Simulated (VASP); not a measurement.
OSZICAR of a VASP run on KF (rock salt):

### OSZICAR
```
       N       E                     dE             d eps       ncg     rms          rms(c)
DAV:   1     0.117971971181E+03    0.11797E+03   -0.85170E+03   696   0.130E+03
DAV:   2    -0.435112154633E+01   -0.12232E+03   -0.11274E+03   920   0.330E+02
DAV:   3    -0.899303576616E+01   -0.46419E+01   -0.46225E+01   876   0.610E+01
DAV:   4    -0.912449503079E+01   -0.13146E+00   -0.13139E+00  1060   0.847E+00
DAV:   5    -0.912556067880E+01   -0.10656E-02   -0.10656E-02   888   0.936E-01    0.643E+00
DAV:   6    -0.784199131980E+01    0.12836E+01   -0.44762E+00   760   0.186E+01    0.352E+00
DAV:   7    -0.783533112330E+01    0.66602E-02   -0.12918E-01   948   0.317E+00    0.215E+00
DAV:   8    -0.785462049153E+01   -0.19289E-01   -0.69613E-02   728   0.318E+00    0.226E-01
DAV:   9    -0.785768366658E+01   -0.30632E-02   -0.83187E-03   868   0.785E-01    0.139E-01
DAV:  10    -0.785901284125E+01   -0.13292E-02   -0.20656E-03   728   0.468E-01    0.650E-02
DAV:  11    -0.785906734358E+01   -0.54502E-04   -0.63542E-04   800   0.221E-01    0.223E-02
DAV:  12    -0.785906384415E+01    0.34994E-05   -0.92977E-05   844   0.841E-02    0.742E-03
DAV:  13    -0.785906579589E+01   -0.19517E-05   -0.14996E-05   756   0.400E-02    0.322E-03
DAV:  14    -0.785906602749E+01   -0.23160E-06   -0.40816E-07   660   0.723E-03
   1 F= -.78590660E+01 E0= -.78590660E+01  d E =-.785907E+01
       N       E                     dE             d eps       ncg     rms          rms(c)
DAV:   1    -0.857101237747E+01   -0.71195E+00   -0.13647E+01   768   0.421E+01    0.648E+00
DAV:   2    -0.797640031892E+01    0.59461E+00   -0.24236E+00   836   0.153E+01    0.154E+00
DAV:   3    -0.791158935361E+01    0.64811E-01   -0.10420E-01  1016   0.359E+00    0.129E+00
DAV:   4    -0.790133794375E+01    0.10251E-01   -0.41335E-02  1224   0.161E+00    0.946E-01
DAV:   5    -0.790316397729E+01   -0.18260E-02   -0.24308E-03  1200   0.325E-01    0.262E-01
DAV:   6    -0.790348318635E+01   -0.31921E-03   -0.14888E-03  1144   0.271E-01    0.355E-02
DAV:   7    -0.790347973552E+01    0.34508E-05   -0.19314E-05   820   0.484E-02    0.544E-03
DAV:   8    -0.790347846173E+01    0.12738E-05   -0.52396E-07   576   0.852E-03    0.760E-04
DAV:   9    -0.790347866975E+01   -0.20802E-06   -0.20004E-07   556   0.527E-03
   2 F= -.79034787E+01 E0= -.79034787E+01  d E =-.444126E-01
       N       E                     dE             d eps       ncg     rms          rms(c)
DAV:   1    -0.838918905751E+01   -0.48571E+00   -0.96539E+00   764   0.352E+01    0.545E+00
DAV:   2    -0.796342413515E+01    0.42576E+00   -0.17870E+00   832   0.129E+01    0.130E+00
DAV:   3    -0.791786264236E+01    0.45561E-01   -0.75552E-02  1008   0.301E+00    0.102E+00
DAV:   4    -0.791052864701E+01    0.73340E-02   -0.30590E-02  1220   0.138E+00    0.762E-01
DAV:   5    -0.791183912027E+01   -0.13105E-02   -0.16424E-03  1208   0.283E-01    0.207E-01
DAV:   6    -0.791205633509E+01   -0.21721E-03   -0.10697E-03  1164   0.233E-01    0.284E-02
DAV:   7    -0.791205293388E+01    0.34012E-05   -0.14359E-05   808   0.406E-02    0.437E-03
DAV:   8    -0.791205182309E+01    0.11108E-05   -0.36168E-07   604   0.709E-03    0.587E-04
DAV:   9    -0.791205194991E+01   -0.12682E-06   -0.12969E-07   552   0.435E-03
   3 F= -.79120519E+01 E0= -.79120519E+01  d E =-.529859E-01
       N       E                     dE             d eps       ncg     rms          rms(c)
DAV:   1    -0.792375262543E+01   -0.11701E-01   -0.22759E-01   772   0.542E+00    0.810E-01
DAV:   2    -0.791356612514E+01    0.10187E-01   -0.44499E-02   788   0.202E+00    0.210E-01
DAV:   3    -0.791246356169E+01    0.11026E-02   -0.19390E-03  1036   0.480E-01    0.120E-01
DAV:   4    -0.791229582500E+01    0.16774E-03   -0.82563E-04  1264   0.233E-01    0.950E-02
DAV:   5    -0.791234287687E+01   -0.47052E-04   -0.41294E-05  1128   0.588E-02    0.154E-02
DAV:   6    -0.791235146641E+01   -0.85895E-05   -0.23010E-05  1280   0.388E-02    0.465E-03
DAV:   7    -0.791235314605E+01   -0.16796E-05   -0.37628E-07   600   0.687E-03    0.895E-04
DAV:   8    -0.791235336959E+01   -0.22354E-06   -0.52085E-08   436   0.264E-03
   4 F= -.79123534E+01 E0= -.79123534E+01  d E =-.532873E-01
```

Question: Which electronic solver shows in the log?

Answer: It is blocked Davidson (ALGO = Normal, or the opening steps of other solvers). The INCAR had ALGO = Normal.

Question: Can the final energy be trusted as converged?

Answer: Self-consistency was reached. It stopped with EDIFF = 1E-6, NELM = 100, NSW = 60 and EDIFFG = -0.01 after 4 ionic steps (RPBE GGA, plane waves, VASP's PBE PAW potentials (set 64)). Energy and stress use the plane-wave basis of the starting cell.

The compound is KF in the rock salt structure. This run relaxes it. Symmetry was kept, so distortions that lower it aren't found.
